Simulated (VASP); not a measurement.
Here is the system:

```yaml
crystal:
  lattice:
    - [1.62690, -2.81787, 0.00000]
    - [1.62690, 2.81787, 0.00000]
    - [0.00000, 0.00000, 5.29380]
  atoms:
    - { symbol: Ga, position: [0.66667, 0.33333, 0.50000] }
    - { symbol: Ga, position: [0.33333, 0.66667, 0.00000] }
    - { symbol: N, position: [0.66667, 0.33333, 0.87700] }
    - { symbol: N, position: [0.33333, 0.66667, 0.37700] }
```

Computed with PBE GGA, VASP's PBE PAW potentials (set 64) (plane waves; VASP). Numerical set-up: 520 eV cut-off, 6×6×3 Γ-centred mesh, Gaussian smearing of 0.050 eV, potentials Ga_d N.

Question: Give the stress tensor in GPa (positive for a compressed cell).

Answer: 
```
-5.10   0.00   0.00
 0.00  -5.10   0.00
 0.00   0.00  -4.74
```
The pressure is its mean diagonal, -4.98 GPa.

The compound is GaN in the wurtzite structure. The cell was not relaxed at this level.
